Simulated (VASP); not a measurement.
Calculation: PBE GGA with spin-orbit coupling, VASP's PBE PAW potentials (set 64) (plane waves; VASP).

The input files of a VASP run:

KPOINTS:
```
Automatic mesh
0
gamma
 7 7 7
```

### INCAR
```
ALGO = Normal
EDIFF = 1E-6
ENCUT = 400
GGA = PE
GGA_COMPAT = .FALSE.
ISIF = 2
ISMEAR = -1
LASPH = .TRUE.
LCHARG = .FALSE.
LMAXMIX = 4
LNONCOLLINEAR = .TRUE.
LORBIT = 11
LREAL = .FALSE.
LSORBIT = .TRUE.
LWAVE = .FALSE.
MAGMOM = 0.0 0.0 0.0 0.0 0.0 0.0 0.0 0.0 0.0
NELM = 100
PREC = Accurate
SIGMA = 0.05
SYSTEM = CdF2
```

File POSCAR:
```
CdF2
1
    0.0000000000     2.6950000000     2.6950000000
    2.6950000000     0.0000000000     2.6950000000
    2.6950000000     2.6950000000     0.0000000000
Cd F
1 2
Direct
  0.0000000000   0.0000000000   0.0000000000
  0.2500000000   0.2500000000   0.2500000000
  0.7500000000   0.7500000000   0.7500000000
```

POTCAR, in this order: Cd F (PBE.64 set). Program: vasp_ncl.

What VASP printed:

File OUTCAR:
```
 ion  position               nearest neighbor table
   1  0.000  0.000  0.000-   3 2.33   3 2.33   3 2.33   2 2.33   2 2.33   2 2.33   3 2.33   2 2.33
  LATTYP: Found a face centered cubic cell.
 ALAT       =     5.3900000000
 Subroutine PRICEL returns:
 Original cell was already a primitive cell.
 Subroutine GETGRP returns: Found 48 space group operations
The static configuration has the point symmetry O_h .
The dynamic configuration has the point symmetry O_h .
The overall configuration has the point symmetry O_h .
 Subroutine INISYM returns: Found 48 space group operations
 Subroutine IBZKPT returns following result:
 Found     20 irreducible k-points:

 Following reciprocal coordinates:
            Coordinates               Weight
  0.000000  0.000000  0.000000      1.000000
  0.142857  0.000000  0.000000      8.000000
  0.285714  0.000000  0.000000      8.000000
  0.428571  0.000000  0.000000      8.000000
  0.142857  0.142857  0.000000      6.000000
  0.285714  0.142857  0.000000     24.000000
  0.428571  0.142857  0.000000     24.000000
 -0.428571  0.142857  0.000000     24.000000
 -0.285714  0.142857  0.000000     24.000000
 -0.142857  0.142857  0.000000     12.000000
  0.285714  0.285714  0.000000      6.000000
  0.428571  0.285714  0.000000     24.000000
 -0.428571  0.285714  0.000000     24.000000
 -0.285714  0.285714  0.000000     12.000000
  0.428571  0.428571  0.000000      6.000000
 -0.428571  0.428571  0.000000     12.000000
  0.428571  0.285714  0.142857     24.000000
 -0.428571  0.285714  0.142857     48.000000
 -0.428571  0.428571  0.142857     24.000000
 -0.285714  0.428571  0.142857     24.000000
   k-points           NKPTS =     20   k-points in BZ     NKDIM =     20   number of bands    NBANDS=     34
   number of dos      NEDOS =    301   number of ions     NIONS =      3
   total plane-waves  NPLWV =  21952
   dimension x,y,z NGX =    28 NGY =   28 NGZ =   28
...
```

**OSZICAR**
```
       N       E                     dE             d eps       ncg     rms          rms(c)
DAV:   1     0.197926472497E+03    0.19793E+03   -0.13228E+04  1384   0.128E+03
DAV:   2    -0.190676775809E+01   -0.19983E+03   -0.19248E+03  1468   0.376E+02
DAV:   3    -0.124887636736E+02   -0.10582E+02   -0.10536E+02  1506   0.963E+01
DAV:   4    -0.125498004495E+02   -0.61037E-01   -0.61005E-01  1490   0.761E+00
DAV:   5    -0.125500137299E+02   -0.21328E-03   -0.21326E-03  1470   0.423E-01    0.105E+01
DAV:   6    -0.108957186155E+02    0.16543E+01   -0.40983E+00  1912   0.436E+01    0.769E+00
DAV:   7    -0.109346404228E+02   -0.38922E-01   -0.91651E-01  1376   0.997E+00    0.452E+00
DAV:   8    -0.109259324244E+02    0.87080E-02   -0.14749E-01  1434   0.434E+00    0.805E-01
DAV:   9    -0.109148152844E+02    0.11117E-01   -0.32107E-02  1728   0.286E+00    0.220E-01
DAV:  10    -0.109153600658E+02   -0.54478E-03   -0.37396E-03  1366   0.585E-01    0.108E-01
DAV:  11    -0.109156315006E+02   -0.27143E-03   -0.13918E-04  1400   0.234E-01    0.277E-02
DAV:  12    -0.109156669712E+02   -0.35471E-04   -0.58527E-05  1428   0.114E-01    0.202E-02
DAV:  13    -0.109156653004E+02    0.16708E-05   -0.80962E-06  1462   0.422E-02    0.480E-03
DAV:  14    -0.109156662923E+02   -0.99186E-06   -0.32236E-06  1388   0.178E-02
   1 F= -.10915666E+02 E0= -.10915666E+02  d E =-.576811E-10  mag=     0.0000     0.0000     0.0000
```

File OUTCAR:
```
------------------------ aborting loop because EDIFF is reached ----------------------------------------
  FORCE on cell =-STRESS in cart. coord.  units (eV):
  Direction    XX          YY          ZZ          XY          YZ          ZX
  --------------------------------------------------------------------------------------
  Total       -0.8816033     -0.8816033     -0.8816033     -0.0000000      0.0000000      0.0000000
  in kB      -36.0809088    -36.0809088    -36.0809088     -0.0000000      0.0000000      0.0000000
  external PRESSURE =     -36.0809088 kB  Pullay stress =       0.0000000 kB
  volume of cell :       39.15
      direct lattice vectors                 reciprocal lattice vectors
     0.000000000  2.695000000  2.695000000    -0.185528757  0.185528757  0.185528757
     2.695000000  0.000000000  2.695000000     0.185528757 -0.185528757  0.185528757
     2.695000000  2.695000000  0.000000000     0.185528757  0.185528757 -0.185528757
 POSITION                                       TOTAL-FORCE (eV/Angst)
 -----------------------------------------------------------------------------------
      0.00000      0.00000      0.00000        -0.000000      0.000000      0.000000
      1.34750      1.34750      1.34750        -0.000000     -0.000000     -0.000000
      4.04250      4.04250      4.04250         0.000000      0.000000      0.000000
 -----------------------------------------------------------------------------------
    total drift:                                0.000000      0.000000      0.000000
  FREE ENERGIE OF THE ION-ELECTRON SYSTEM (eV)
  ---------------------------------------------------
  free  energy   TOTEN  =       -10.9156662923 eV

  energy  without entropy=      -10.9156662922  energy(sigma->0) =      -10.91566629

 total charge

# of ion       s       p       d       tot
------------------------------------------
    1        0.230   0.195   9.689  10.114
    2        1.774   4.362   0.000   6.137
    3        1.774   4.362   0.000   6.137
--------------------------------------------------
tot          3.779   8.920   9.689  22.388

 magnetization (x)

# of ion       s       p       d       tot
------------------------------------------
    1        0.000  -0.000  -0.000  -0.000
    2       -0.000   0.000   0.000   0.000
    3        0.000   0.000   0.000   0.000
--------------------------------------------------
tot          0.000   0.000  -0.000   0.000

 magnetization (y)

# of ion       s       p       d       tot
------------------------------------------
    1        0.000   0.000   0.000   0.000
    2       -0.000   0.000   0.000  -0.000
    3        0.000   0.000   0.000   0.000
--------------------------------------------------
tot          0.000   0.000   0.000   0.000

 magnetization (z)

# of ion       s       p       d       tot
------------------------------------------
    1       -0.000   0.000   0.000   0.000
    2        0.000   0.000   0.000   0.000
    3        0.000   0.000   0.000   0.000
--------------------------------------------------
tot          0.000   0.000   0.000   0.000

 Ion:    1  E_soc:     -0.0455382

 Ion:    2  E_soc:     -0.0005215

 Ion:    3  E_soc:     -0.0005215
```
(Selected blocks of OUTCAR.)

At this cut-off the stress carries a Pulay error, which pulls relaxed volumes low.

The structure is a typed CdF2 crystal (Fm-3m). The cell was not relaxed at this level. The run is one of a series of settings (GGA_COMPAT = .FALSE., LNONCOLLINEAR = .TRUE., LSORBIT = .TRUE., MAGMOM = 0.0 0.0 0.0 0.0 0.0 0.0 0.0 0.0 0.0, program vasp_ncl against the base run), some of them coarse on purpose.
